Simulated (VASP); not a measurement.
Energy against volume of Os (hcp). Computed with optB88-vdW, VASP's PBE PAW potentials (set 64) (plane waves; VASP 6.6.1). Run with 520 eV cut-off, 15×15×9 Γ-centred mesh, first-order Methfessel-Paxton smearing of 0.10 eV, potentials Os.

Shape and ions are relaxed at each volume.

```
V (Å³/atom)  E (eV/atom)
-----------  -----------
13.978          -8.53820
14.410          -8.55520
14.842          -8.54008
15.275          -8.49808
```

Question: Fit these four points and predict the energy of the run at 13.545 Å³/atom.

Answer: A cubic in V^(−2/3), the third-order Birch-Murnaghan form, passes through the four points with V0 = 14.41 Å³/atom and B0 = 396 GPa, and gives -8.4825 eV/atom there. The run gave -8.4828 eV/atom, -0.3 meV/atom from the fit; all five points give B0 = 396 GPa.

The compound is Os in the hcp structure. It was relaxed first.
